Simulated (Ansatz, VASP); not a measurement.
# Cross-check of NiTeSe (1T-NiSeTe 3 layers, AA) between VASP and Ansatz

Wanted: the spread between two codes on one cell, functional and k mesh. The structure shown is the start of the Ansatz relaxation below; VASP solves that cell, so the two are compared at the walk's first step.

Main program and level: Ansatz 0.2.0; plane waves, with VASP 6.6.1 beside it; single point at PBEsol with D3(BJ).

### 1. The structure

The cell holds 9 atoms: 3 Te, 3 Ni and 3 Se. Its edges and angles: a = 3.665 Å, b = 3.665 Å, c = 57.953 Å, α = 90.0°, β = 90.0°, γ = 120.0°. Vacuum lies along c.

Structure file:

```cif
data_structure
_symmetry_space_group_name_H-M 'P 1'
_symmetry_Int_Tables_number 1
_cell_length_a 3.6650
_cell_length_b 3.6650
_cell_length_c 57.9527
_cell_angle_alpha 90.000
_cell_angle_beta 90.000
_cell_angle_gamma 120.000
_cell_volume 674.14
loop_
_atom_site_label
_atom_site_type_symbol
_atom_site_fract_x
_atom_site_fract_y
_atom_site_fract_z
_atom_site_occupancy
Te1 Te 0.66667 0.33333 0.38393 1
Te2 Te 0.66667 0.33333 0.47972 1
Te3 Te 0.66667 0.33333 0.57550 1
Ni4 Ni 0.00000 0.00000 0.40742 1
Ni5 Ni 0.00000 0.00000 0.50321 1
Ni6 Ni 0.00000 0.00000 0.59899 1
Se7 Se 0.33333 0.66667 0.42450 1
Se8 Se 0.33333 0.66667 0.52028 1
Se9 Se 0.33333 0.66667 0.61607 1
```

### 2. Ansatz: relaxation, PBEsol with D3(BJ)

Ansatz runs on its default PAW (the set named soft_2) files.

The two programs are compared at the cell with which this relaxation starts, whose forces are those of its first step.

Contents of input.yaml:

```yaml
crystal:
  lattice:
    - [3.665, 0.0, 0.0]
    - [-1.8325, 3.1739831049, 0.0]
    - [0.0, 0.0, 57.9526524889]
  atoms:
    - { symbol: Te, position: [0.6666666667, 0.3333333333, 0.383934109] }
    - { symbol: Ni, position: [0.0, 0.0, 0.4074221361] }
    - { symbol: Se, position: [0.3333333333, 0.6666666667, 0.4244997098] }
    - { symbol: Te, position: [0.6666666667, 0.3333333333, 0.4797171996] }
    - { symbol: Ni, position: [0.0, 0.0, 0.5032052267] }
    - { symbol: Se, position: [0.3333333333, 0.6666666667, 0.5202828004] }
    - { symbol: Te, position: [0.6666666667, 0.3333333333, 0.5755002902] }
    - { symbol: Ni, position: [0.0, 0.0, 0.5989883173] }
    - { symbol: Se, position: [0.3333333333, 0.6666666667, 0.616065891] }
  periodic: [true, true, false]
kpoints:
  mp_grid: { grid: [12, 12, 1] }
hamiltonian:
  xc: pbesol
  dispersion: d3bj
scf:
  occupations: { method: fermi_dirac, width: 0.05 }
  convergence: { dr2_threshold: 1.0e-09 }
relax:
  f_tol: 0.004
  max_steps: 90
  cell: {}
output:
  write_potential: true
  write_density: true
  volumetric_format: npy
```

The run is started by

```console
$ ansatz run input.yaml --threads 4 --pin off --max-ram 12288MiB --backend cpu --events-out ev --progress --plain --runs-dir out
```

Numbers of over 12 decimals in the logs are rounded to 6 here.

The log of the run:

```text
Warning: relax.cell: scf.convergence.dr2_threshold = 1e-9 eV is looser than the 1.63628358045e-10 eV advised for a relaxation that steers and ends on the stress (1e-10 eV for each atom of the cell: 9, times the square of relax.cell.stress_2d_tol = 0.05 N/m over 23.5 Å (the atoms' height at the walk's start and 5 Å past either face), 2.132e-2 GPa, over a crystal's default 0.05). What an SCF threshold leaves in a stress goes as its square root, and in the free energy as the threshold itself, and one threshold admits the most on a small cell: [figures from the program's tests cut] Set scf.convergence.dr2_threshold to 1.63628358045e-10 eV or tighter. [rest of the remark cut]
Engine: ansatz 0.2.0, aarch64-unknown-linux-gnu
Pseudopotentials: kind: paw
Pseudopotential: Te, paw, valence charge 16, recommended cutoff 420 eV (normal), Te.paw.azcp
Pseudopotential: Ni, paw, valence charge 18, recommended cutoff 420 eV (normal), Ni.paw.azcp
Pseudopotential: Se, paw, valence charge 16, recommended cutoff 420 eV (normal), Se.paw.azcp
Functional definition: PBEsol
  exchange = pbesol_x
  correlation = pbesol_c
Crystal: 9 atoms, lattice volume = 674.143 Å³
Basis set: ecut = 420 eV, 13105 PW (Γ), exchange–correlation on 50×50×800 points (8 copies of the dense FFT grid, shifted against one another)
Bands: 90, of which v1, the nominal top of the filled ones, is band 75 counted from 1 (74 counted from 0)
Symmetry: 6 space group operations
Space group: P3m1 (ITA 156), of the structure as read, at distance tolerance 8.8e-5 Å
k-points: 19 of 144 (time reversal used)
Non-local potential: Te, projectors of the file, l = 0: 2, l = 1: 2, l = 2: 2, l = 3: 2
Non-local potential: Ni, projectors of the file, l = 0: 3, l = 1: 2, l = 2: 3, l = 3: 1
Non-local potential: Se, projectors of the file, l = 0: 2, l = 1: 2, l = 2: 3, l = 3: 1
PAW form: soft (Blöchl's): semilocal exchange-correlation on the pseudo side does not see the compensation charge
PAW frozen core: Te, regenerated for the run's functional, and the local potential with it (the file was generated under x = pbe(κ = 0.804, μ = 0.219515), c = pbe(β = 0.066725))
PAW frozen core: Ni, regenerated for the run's functional, and the local potential with it (the file was generated under x = pbe(κ = 0.804, μ = 0.219515), c = pbe(β = 0.066725))
PAW frozen core: Se, regenerated for the run's functional, and the local potential with it (the file was generated under x = pbe(κ = 0.804, μ = 0.219515), c = pbe(β = 0.066725))
PAW one-centre angular grid: Te, 590 points (default); XC on 64 Gauss nodes
PAW one-centre angular grid: Ni, 590 points (default); XC on 64 Gauss nodes
PAW one-centre angular grid: Se, 590 points (default); XC on 64 Gauss nodes
Initial density: superposition of atomic densities (neutral atoms: chi_scale 0, normalization atom), corrected by the library's trained network
Initial wavefunctions: pseudopotential atomic-orbital guess
Functional: x = pbesol(κ = 0.804, μ = 0.123457), c = pbesol(β = 0.046)
SCF iter   1: F=—  HF=-54396.793205 eV  |F-HF|=—  |Δ(HF+E_count)|=         —  Δρ=7.06e-3  dr2=8.81e-1  ethr=1.77e-3  ⟨swp⟩=14.3  Hψ=10025  notcnv=0  defer=33
preconditioner: auto → LDOS  [metal: Δε(μ)=0.050 eV  Ē_g=8.630 eV  σ=0.050 eV  W_gap=0.24  n_scr=128 (ndim 8)  ℏωp=11.6 eV  f_vac=0.707  D(μ)=4.68/eV (n_scr^D=20)  β→1.0]
SCF iter   2: F=—  HF=-54396.785996 eV  |F-HF|=—  |Δ(HF+E_count)|=   7.21e-3  Δρ=8.91e-3  dr2=3.22e-1  ethr=5.87e-4  ⟨swp⟩=3.4  Hψ=3302  notcnv=0  defer=85
SCF iter   3: F=—  HF=-54396.743686 eV  |F-HF|=—  |Δ(HF+E_count)|=   4.23e-2  Δρ=5.29e-4  dr2=4.30e-2  ethr=2.15e-4  ⟨swp⟩=3.1  Hψ=2986  notcnv=0  defer=85
SCF iter   4: F=—  HF=-54396.742603 eV  |F-HF|=—  |Δ(HF+E_count)|=   1.08e-3  Δρ=6.55e-4  dr2=5.07e-3  ethr=2.86e-5  ⟨swp⟩=2.3  Hψ=2463  notcnv=0  defer=85
SCF iter   5: F=—  HF=-54396.742178 eV  |F-HF|=—  |Δ(HF+E_count)|=   4.25e-4  Δρ=2.84e-4  dr2=3.66e-4  ethr=3.38e-6  ⟨swp⟩=2.3  Hψ=2508  notcnv=0  defer=85
SCF iter   6: F=—  HF=-54396.742276 eV  |F-HF|=—  |Δ(HF+E_count)|=   9.79e-5  Δρ=1.33e-4  dr2=7.46e-5  ethr=2.44e-7  ⟨swp⟩=3.0  Hψ=3610  notcnv=0  defer=85
SCF iter   7: F=—  HF=-54396.742268 eV  |F-HF|=—  |Δ(HF+E_count)|=   7.95e-6  Δρ=4.05e-5  dr2=7.08e-6  ethr=4.97e-8  ⟨swp⟩=3.2  Hψ=2848  notcnv=0  defer=85
[...]
SCF converged after 11 iterations
an eigenvalue changed by more than its tolerance at an iteration that met the thresholds in force, so the SCF went on 2 times, its first undamped step at iteration 8: the last check found none over its tolerance
Free energy (F): -54397.688571 eV
Harris-Foulkes:  -54397.688571 eV  (|F-HF|=1.85e-9)
Internal energy: -54397.652371 eV  (E = F + TS)
E sigma→0 (E₀):  -54397.670471 eV
Entropy (-TS):   -0.036200 eV (-4.022 meV/atom)
Fermi energy:    -4.850799 eV
--- Per-component energies (eV) ---
  E_band       = -5383.521876
  E_kinetic    = 1758.887189
  E_local      = -1769650.799428  (includes V_loc(G=0)·N_el)
  E_nonlocal   = -784.899954
  E_hartree    = 883152.073650
  E_xc         = -938.781756
  E_vxc        = -941.787068  (∫ρ·V_xc dr)
  E_paw        = -24148.839006  (= ΣΔE_a)
  E_vpaw       = -2069.079357  (= ΣTr[D̂ρ^β])
  E_aug_tail   = -0.000753  (compensation charges beyond the density's cutoff)
  E_ewald      = 856213.331846
  E_disp       = -3.365823  (pairwise vdW)
  E_core_change = 4.741663  (= ΣΔE_core)
  E_smearing   = -0.036200  (= −TS)
  E_closure    = -0.000000  (closes the sum)
  Σ components = -54397.688571   (vs F -54397.688571, Δ=0.00e0)
--- Forces (eV/Å), atoms counted from 1 ---
  atom   1  Te     0.00000000     0.00000000    -0.00208346
  atom   2  Ni    -0.00000000     0.00000000     0.00117429
  atom   3  Se    -0.00000000    -0.00000000     0.00002116
  atom   4  Te     0.00000000     0.00000000    -0.00033478
  atom   5  Ni    -0.00000000     0.00000000     0.00182798
  atom   6  Se    -0.00000000     0.00000000    -0.00062615
  atom   7  Te     0.00000000     0.00000000    -0.00011315
  atom   8  Ni    -0.00000000    -0.00000000     0.00095624
  atom   9  Se    -0.00000000    -0.00000000    -0.00082342
  max |Σ_I F_I| component: 1.30e-6 eV/Å
--- 2D stress c σ (N/m, compression-positive) ---
       -0.010898      -0.000000      -0.000000
       -0.000000      -0.010898       0.000000
       -0.000000       0.000000      -0.000000
  P = ½ c Tr σ = -0.0109 N/m
--- Band table (eV; the first three rows and the last of 19) ---
  k-point 0: bands = [... 71 lower, -4.6462, -4.6462, -4.4586, -3.4694, -3.4694, -3.1290, -3.0746, -3.0746, ... 11 higher]
  k-point 1: bands = [... 71 lower, -5.0863, -4.7590, -4.2016, -3.9836, -3.5595, -3.5400, -3.2647, -3.1124, ... 11 higher]
  k-point 2: bands = [... 71 lower, -5.3562, -5.2353, -5.0923, -4.5772, -4.1384, -3.7701, -3.6176, -3.2016, ... 11 higher]
  k-point 18: bands = [... 71 lower, -6.5933, -6.4693, -6.3909, -6.2446, -5.3804, -4.6964, -4.4245, -3.7130, ... 11 higher]
  the weakly bound empty levels are not read free of the cell's end (no_gap_told)
--- Relaxed structure (9 steps of the walk, 8 accepted, 1 SCFs on fresh bases) ---
  F+E_penalty+E_count = -54397.68857146 eV   max|allowed force component| = 2.083e-3 eV/Å   (the final SCF, on the basis selected at the relaxed cell)
  cell:  # Å, volume = 660.2949 Å³
    - [3.627162, 0.0, 0]
    - [-1.813581, 3.141215, 0]
    - [0, 0, 57.9526524889]
  atoms:
    - { symbol: Te, position: [0.666667, 0.333333, 0.394954] }
    - { symbol: Ni, position: [0, 0, 0.419276] }
    - { symbol: Se, position: [0.333333, 0.666667, 0.439269] }
    - { symbol: Te, position: [0.666667, 0.333333, 0.478693] }
    - { symbol: Ni, position: [0, 0, 0.502496] }
    - { symbol: Se, position: [0.333333, 0.666667, 0.522358] }
    - { symbol: Te, position: [0.666667, 0.333333, 0.562148] }
    - { symbol: Ni, position: [0, 0, 0.585312] }
    - { symbol: Se, position: [0.333333, 0.666667, 0.605109] }
```

(Part 1 of 2 ends here.)

[Lines on the potential files, build, host, timing and source positions are cut from VASP's logs without a mark.]

[Logs are printed without paths, hosts, clocks, repeated set-up lines and the standing remarks that a program may print on its own settings, such as how far it seeks lower states.]

[Hosts, paths, dates, database ids (printed as entryN), source tags and the programs' standing remarks are cut or masked in the printed files.]
